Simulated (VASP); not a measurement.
Output of a VASP run:

**OSZICAR**
```
       N       E                     dE             d eps       ncg     rms          rms(c)
DAV:   1     0.101666607542E+03    0.10167E+03   -0.10846E+04  1744   0.261E+03
DAV:   2    -0.552562218100E+01   -0.10719E+03   -0.10491E+03  1729   0.359E+02
DAV:   3    -0.105762167106E+02   -0.50506E+01   -0.50341E+01  1848   0.823E+01
DAV:   4    -0.106535011034E+02   -0.77284E-01   -0.77270E-01  2348   0.985E+00
DAV:   5    -0.106554038120E+02   -0.19027E-02   -0.19027E-02  2039   0.131E+00    0.931E+00
DAV:   6    -0.118251489462E+02   -0.11697E+01   -0.22698E+01  1895   0.630E+01    0.118E+01
DAV:   7    -0.973414957785E+01    0.20910E+01   -0.96510E+00  1764   0.465E+01    0.167E+00
DAV:   8    -0.972113478913E+01    0.13015E-01   -0.24103E-01  1937   0.543E+00    0.663E-01
DAV:   9    -0.971484158509E+01    0.62932E-02   -0.21042E-02  2296   0.226E+00    0.140E-01
DAV:  10    -0.971457720004E+01    0.26439E-03   -0.64557E-04  2282   0.373E-01    0.660E-02
DAV:  11    -0.971457122651E+01    0.59735E-05   -0.77292E-05  2444   0.160E-01    0.127E-02
DAV:  12    -0.971457052680E+01    0.69971E-06   -0.38581E-06  1852   0.353E-02
   1 F= -.97145705E+01 E0= -.97148599E+01  d E =-.971457E+01
```

OUTCAR:
```
------------------------ aborting loop because EDIFF is reached ----------------------------------------
  FORCE on cell =-STRESS in cart. coord.  units (eV):
  Direction    XX          YY          ZZ          XY          YZ          ZX
  --------------------------------------------------------------------------------------
  Total       -0.0020496     -0.0020496     -0.0020496     -0.0000000      0.0000000     -0.0000000
  in kB       -0.1344998     -0.1344998     -0.1344998     -0.0000000      0.0000000     -0.0000000
  external PRESSURE =      -0.1344998 kB  Pullay stress =       0.0000000 kB
  volume of cell :       24.42
      direct lattice vectors                 reciprocal lattice vectors
     2.901031006  0.000000000  0.000000000     0.344705037  0.000000000  0.000000000
     0.000000000  2.901031006  0.000000000     0.000000000  0.344705037  0.000000000
     0.000000000  0.000000000  2.901031006     0.000000000  0.000000000  0.344705037
 POSITION                                       TOTAL-FORCE (eV/Angst)
 -----------------------------------------------------------------------------------
      1.45052      1.45052      1.45052         0.000000      0.000000      0.000000
      0.00000      0.00000      0.00000         0.000000      0.000000      0.000000
 -----------------------------------------------------------------------------------
    total drift:                                0.000000      0.000000     -0.000000
  FREE ENERGIE OF THE ION-ELECTRON SYSTEM (eV)
  ---------------------------------------------------
  free  energy   TOTEN  =        -9.7145705268 eV

  energy  without entropy=       -9.7154387232  energy(sigma->0) =       -9.71485993

 reached required accuracy - stopping structural energy minimisation
```
(Selected blocks of OUTCAR.)

File POSCAR:
```
CoGa
1
    2.9010310063    -0.0000000000     0.0000000000
   -0.0000000000     2.9010310063    -0.0000000000
    0.0000000000    -0.0000000000     2.9010310063
Ga Co
1 1
Direct
  0.5000000000   0.5000000000   0.5000000000
  0.0000000000   0.0000000000   0.0000000000
```

**Question.** Write an INCAR and KPOINTS that could have produced this output.

**Answer.** Several could match; the one computed here: the input of the run itself, revPBE GGA, plane waves, VASP's PBE PAW potentials (set 64).

KPOINTS:
```
Automatic mesh
0
Gamma
11 11 11
0 0 0
```

### INCAR
```
! general
SYSTEM  = CoGa
PREC    = Accurate
ENCUT   = 520
LREAL   = .FALSE.
LASPH   = .TRUE.

! electronic loop
EDIFF   = 1E-6
NELM    = 100
ALGO    = Normal
LMAXMIX = 4   ! l cut-off of mixed one-centre charges

! smearing
ISMEAR  = 1
SIGMA   = 0.1

! functional
GGA     = RE

! ions
IBRION  = 2
NSW     = 60   ! most ionic steps
ISIF    = 3
EDIFFG  = -0.01

! output
LWAVE   = .FALSE.
LCHARG  = .FALSE.
```

POTCAR, in this order: Ga_d Co (PBE.64 set). Program: vasp_std.

The compound is CoGa in the CsCl type structure. It was relaxed first. The start is the result of an earlier pass. The run is not spin-polarised, so no magnetic state was tried.
